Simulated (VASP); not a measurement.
```yaml
crystal:
  lattice:
    - [0.00000, 3.01722, 3.01722]
    - [3.01722, 0.00000, 3.01722]
    - [3.01722, 3.01722, 0.00000]
  atoms:
    - { symbol: Sr, position: [0.00000, 0.00000, 0.00000] }
```

The numbers are results of TPSS meta-GGA, VASP's PBE PAW potentials (set 64) (plane waves; VASP), not measurements. Numerical set-up: 520 eV cut-off, 10×10×10 Γ-centred mesh, first-order Methfessel-Paxton smearing of 0.10 eV, potentials Sr_sv.

What does the run give for the energy per atom (σ→0), band gap (on the k-mesh) with the smallest direct gap where there is one?

* **band gap (on the k-mesh)**: none (metal, semimetal or under 0.01 eV)
* **energy per atom (σ→0)**: -10.295 eV/atom

Total energies compare only between runs with the same potentials, cut-off and functional.

The compound is Sr in the fcc structure. It was relaxed first. The start is the result of an earlier pass.
